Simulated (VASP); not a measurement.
# Ta4NiO11 (P2/m) in VASP: further runs, part 3 of 4

VASP 6.6.1. The steps go on from the part before.

## Step 5: Dielectric tensor, PBE, collinear spin, ferromagnetic start

Contents of INCAR:

```
SYSTEM = Ta4NiO11
PREC = Accurate
ENCUT = 520
EDIFF = 1E-8
ISMEAR = 0
SIGMA = 0.02
LREAL = .FALSE.
LASPH = .TRUE.
NELM = 120
ALGO = Normal
ISIF = 2
LWAVE = .FALSE.
LCHARG = .FALSE.
ISPIN = 2
MAGMOM = 0 0 0 0 1 0 0 0 0 0 0 0 0 0 0 0
LORBIT = 11
LMAXMIX = 4
GGA = PE
LEPSILON = .TRUE.
KPAR = 4
```

Contents of KPOINTS:

```
regular mesh
0
G
  6 5 4
  0 0 0
```

Contents of POSCAR:

```
Ta4NiO11
1.0
    4.7708900000      0.0000000000      0.0051300000
    0.0000000000      5.8245400000      0.0000000000
   -1.9862800000      0.0000000000      7.2505100000
Ta Ni O
4 1 11
Direct
    0.6133900000      0.5000000000      0.7604200000
    0.3866100000      0.5000000000      0.2395800000
    0.1661500000      0.0000000000      0.7987500000
    0.8338500000      0.0000000000      0.2012500000
    0.5000000000      0.0000000000      0.5000000000
    0.3327800000      0.7991300000      0.6505300000
    0.6672200000      0.7991300000      0.3494700000
    0.9004700000      0.2578600000      0.8071800000
    0.0995300000      0.2578600000      0.1928200000
    0.6672200000      0.2008700000      0.3494700000
    0.3327800000      0.2008700000      0.6505300000
    0.0995300000      0.7421400000      0.1928200000
    0.9004700000      0.7421400000      0.8071800000
    0.5000000000      0.5000000000      0.0000000000
    0.5000000000      0.0000000000      0.0000000000
    0.5000000000      0.5000000000      0.5000000000
```

Potentials or basis: VASP PAW PBE potentials, release 64 (Ta_pv, Ni, O).

Run with:

```bash
> cat potpaw_PBE.64/Ta_pv/POTCAR potpaw_PBE.64/Ni/POTCAR potpaw_PBE.64/O/POTCAR > POTCAR
> mpirun -np 4 vasp_std > vasp.out
```

OUTCAR:

```text
SYSTEM = Ta4NiO11
   PREC = Accurate
   ENCUT = 520
   EDIFF = 1E-8
   ISMEAR = 0
   LREAL = .FALSE.
   LASPH = .TRUE.
   NELM = 120
   ISIF = 2
   ISPIN = 2
   LORBIT = 11
   GGA = PE
   LEPSILON = .TRUE.

 ion  position               nearest neighbor table
   1  0.613  0.500  0.760-  16 1.89  13 1.93   8 1.93  14 2.01  11 2.22   6 2.22
   2  0.387  0.500  0.240-  16 1.89  12 1.93   9 1.93  14 2.01  10 2.22   7 2.22
   3  0.166  0.000  0.799-  15 1.89  11 1.93   6 1.93  13 1.98   8 1.98   5 3.08
   4  0.834  0.000  0.201-  15 1.89  10 1.93   7 1.93  12 1.98   9 1.98   5 3.08
   5  0.500  0.000  0.500-   6 1.94   7 1.94  10 1.94  11 1.94   3 3.08   4 3.08
   6  0.333  0.799  0.651-   3 1.93   5 1.94   1 2.22
   7  0.667  0.799  0.349-   4 1.93   5 1.94   2 2.22
   8  0.900  0.258  0.807-   1 1.93   3 1.98
   9  0.100  0.258  0.193-   2 1.93   4 1.98
  10  0.667  0.201  0.349-   4 1.93   5 1.94   2 2.22
  11  0.333  0.201  0.651-   3 1.93   5 1.94   1 2.22
  12  0.100  0.742  0.193-   2 1.93   4 1.98
  13  0.900  0.742  0.807-   1 1.93   3 1.98
  14  0.500  0.500  0.000-   1 2.01   2 2.01
  15  0.500  0.000  0.000-   3 1.89   4 1.89
  16  0.500  0.500  0.500-   1 1.89   2 1.89

  LATTYP: Found a simple monoclinic cell.
 ALAT       =     4.7708927581
 B/A-ratio  =     1.2208490728
 C/A-ratio  =     1.5757343173
 COS(beta)  =    -0.2631780021

  Lattice vectors:

 A1 = (   4.7708900000,   0.0000000000,   0.0051300000)
 A2 = (   0.0000000000,   5.8245400000,   0.0000000000)
 A3 = (  -1.9862800000,   0.0000000000,   7.2505100000)

Analysis of symmetry for initial positions (statically):
[... 3934 lines left out ...]
  x     0.00000     0.00000     0.00000     0.00000     0.00000     0.00000
  y     0.00000     0.00000     0.00000     0.00000     0.00000     0.00000
  z     0.00000     0.00000     0.00000     0.00000     0.00000     0.00000

 BORN EFFECTIVE CHARGES (including local field effects) (in |e|, cummulative output)
 ---------------------------------------------------------------------------------
 ion    1
    1     6.36525     0.00000     0.28380
    2     0.00000     8.77250     0.00000
    3    -0.52060     0.00000     8.42679
 ion    2
    1     6.36525     0.00000     0.28380
    2     0.00000     8.77250     0.00000
    3    -0.52060     0.00000     8.42679
 ion    3
    1     8.09165     0.00000    -0.76382
    2     0.00000     6.70008     0.00000
    3     0.58632     0.00000     5.68772
 ion    4
    1     8.09165     0.00000    -0.76382
    2     0.00000     6.70008     0.00000
    3     0.58632     0.00000     5.68772
 ion    5
[... 33 lines left out ...]
    2    -2.63310    -4.41996    -0.33658
    3    -0.19933    -0.20262    -1.23496
 ion   14
    1    -2.60977     0.00000     2.84733
    2     0.00000    -1.32266     0.00000
    3     2.75766     0.00000    -5.85764
 ion   15
    1    -2.38258     0.00000    -1.84572
    2     0.00000    -0.80510     0.00000
    3    -3.23879     0.00000    -4.70256
 ion   16
    1    -0.96605     0.00000    -0.32018
    2     0.00000    -1.59223     0.00000
    3    -0.72719     0.00000    -7.17625

 total charge

# of ion       s       p       d       tot
------------------------------------------
    1        0.336   6.304   2.089   8.728
    2        0.336   6.304   2.089   8.728
    3        0.360   6.318   2.223   8.902
    4        0.360   6.318   2.223   8.902
    5        0.392   0.430   8.328   9.150
    6        1.571   3.480   0.000   5.051
[... 8 lines left out ...]
   15        1.570   3.547   0.000   5.116
   16        1.584   3.548   0.000   5.132
--------------------------------------------------
tot         19.062  64.155  16.951 100.168

 magnetization (x)

# of ion       s       p       d       tot
------------------------------------------
    1       -0.000  -0.000   0.000   0.000
    2       -0.000  -0.000   0.000   0.000
    3       -0.000  -0.000  -0.000  -0.000
    4       -0.000  -0.000  -0.000  -0.000
    5        0.000  -0.000  -0.000  -0.000
    6       -0.000   0.000   0.000   0.000
[... 8 lines left out ...]
   15       -0.000  -0.000   0.000  -0.000
   16        0.000   0.000   0.000   0.000
--------------------------------------------------
tot         -0.000   0.000  -0.000  -0.000
```

stdout:

```text
POSCAR found type information on POSCAR TaNiO
 POSCAR found :  3 types and      16 ions
 scaLAPACK will be used
 LDA part: xc-table for (Slater+PW92), standard interpolation
 POSCAR, INCAR and KPOINTS ok, starting setup
 FFT: planning ... GRIDC
 FFT: planning ... GRID_SOFT
 FFT: planning ... GRID
 WAVECAR not read
 entering main loop
 Linear response reoptimize wavefunctions to high precision
 Linear response G [H, r] |phi>, progress :
  Direction:   1
 Linear response G [H, r] |phi>, progress :
  Direction:   2
 Linear response G [H, r] |phi>, progress :
  Direction:   3
 Linear response to external field (no local field effect), progress :
  Direction:   1
 dielectric tensor                  component  1 :     6.805    -0.003    -0.716
 Linear response to external field (no local field effect), progress :
  Direction:   2
 dielectric tensor                  component  2 :    -0.003     6.883    -0.056
 Linear response to external field (no local field effect), progress :
  Direction:   3
 dielectric tensor                  component  3 :    -0.716    -0.056     7.062
 Linear response to external field, progress :
  Direction:   1
 dielectric tensor                  component  1 :     6.459    -0.006    -0.650
 Linear response to external field, progress :
  Direction:   2
 dielectric tensor                  component  2 :    -0.003     6.494    -0.050
 Linear response to external field, progress :
  Direction:   3
 dielectric tensor                  component  3 :    -0.650    -0.053     6.648
 Born effective charges drift removed
```

Run time: 47 min. Hardware: 4 MPI ranks of Intel Xeon 6975P-C (Granite Rapids), shared host; peak memory 2.8 GiB.

What came out:

- Band gap on the k mesh: 0.82 eV, indirect (least direct gap 0.87 eV)
- Net moment: 0.00 μB per cell
- Valence electrons inside the program's atomic spheres: Ta 8.73, 8.90; Ni 9.15; O 5.05, 5.07, 5.03, 5.12, 5.13
- Electronic dielectric tensor (diagonal): 6.46, 6.49, 6.65
- Born charges (mean of the diagonal): Ta +7.85, +6.83; Ni +1.08; O -2.22, -3.11, -3.26, -2.63, -3.24 e

Levels at points of the mesh, in eV from the valence-band top:
Spin up:
```tsv
k point	band 56	band 57	band 58	band 59	band 60	band 61	band 62	band 63	band 64	band 65
(0.00, 0.00, 0.00)	-0.93	-0.90	-0.33	-0.13	-0.12	0.99	1.23	1.73	1.90	2.52
(0.50, 0.00, 0.00)	-1.12	-0.88	-0.28	-0.26	-0.13	1.11	1.54	1.93	2.01	2.19
(0.00, 0.00, 0.50)	-0.89	-0.86	-0.21	-0.12	-0.04	1.15	1.36	1.73	1.99	2.84
(0.50, 0.00, 0.50)	-1.24	-0.87	-0.17	-0.15	-0.12	1.20	1.98	2.00	2.29	2.50
```
Spin down:
| k point | band 56 | band 57 | band 58 | band 59 | band 60 | band 61 | band 62 | band 63 | band 64 | band 65 |
| --- | --- | --- | --- | --- | --- | --- | --- | --- | --- | --- |
| (0.00, 0.00, 0.00) | -0.93 | -0.90 | -0.33 | -0.13 | -0.12 | 0.99 | 1.23 | 1.73 | 1.90 | 2.52 |
| (0.50, 0.00, 0.00) | -1.12 | -0.88 | -0.28 | -0.26 | -0.13 | 1.11 | 1.54 | 1.93 | 2.01 | 2.19 |
| (0.00, 0.00, 0.50) | -0.89 | -0.86 | -0.21 | -0.12 | -0.04 | 1.15 | 1.36 | 1.73 | 1.99 | 2.84 |
| (0.50, 0.00, 0.50) | -1.24 | -0.87 | -0.17 | -0.15 | -0.12 | 1.20 | 1.98 | 2.00 | 2.29 | 2.50 |

Electronic dielectric tensor:
```
 6.46  0.00 -0.65
 0.00  6.49  0.00
-0.65  0.00  6.65
```

Born effective charge tensors (e):
atom 1, Ta
```
 6.37  0.00  0.28
 0.00  8.77  0.00
-0.52  0.00  8.43
```
atom 2, Ta
```
 6.37  0.00  0.28
 0.00  8.77  0.00
-0.52  0.00  8.43
```
atom 3, Ta
```
 8.09  0.00 -0.76
 0.00  6.70  0.00
 0.59  0.00  5.69
```
atom 4, Ta
```
 8.09  0.00 -0.76
 0.00  6.70  0.00
 0.59  0.00  5.69
```
atom 5, Ni
```
 0.79  0.00 -1.24
 0.00  0.59  0.00
-1.50  0.00  1.85
```
atom 6, O
```
-2.26  1.00  0.85
 0.87 -2.53  0.21
 0.84 -0.23 -1.85
```
atom 7, O
```
-2.26 -1.00  0.85
-0.87 -2.53 -0.21
 0.84  0.23 -1.85
```
atom 8, O
```
-3.67  2.64 -0.47
 2.63 -4.42  0.34
-0.20  0.20 -1.23
```
atom 9, O
```
-3.67 -2.64 -0.47
-2.63 -4.42 -0.34
-0.20 -0.20 -1.23
```
atom 10, O
```
-2.26  1.00  0.85
 0.87 -2.53  0.21
 0.84 -0.23 -1.85
```
atom 11, O
```
-2.26 -1.00  0.85
-0.87 -2.53 -0.21
 0.84  0.23 -1.85
```
atom 12, O
```
-3.67  2.64 -0.47
 2.63 -4.42  0.34
-0.20  0.20 -1.23
```
atom 13, O
```
-3.67 -2.64 -0.47
-2.63 -4.42 -0.34
-0.20 -0.20 -1.23
```
atom 14, O
```
-2.61  0.00  2.85
 0.00 -1.32  0.00
 2.76  0.00 -5.86
```
atom 15, O
```
-2.38  0.00 -1.85
 0.00 -0.81  0.00
-3.24  0.00 -4.70
```
atom 16, O
```
-0.97  0.00 -0.32
 0.00 -1.59  0.00
-0.73  0.00 -7.18
```

Caveat: spin-orbit coupling is left out, which moves the levels of the heavy elements; an odd mesh through Γ misses points on the zone boundary, where band edges often lie.

[end of part 3 of 4]
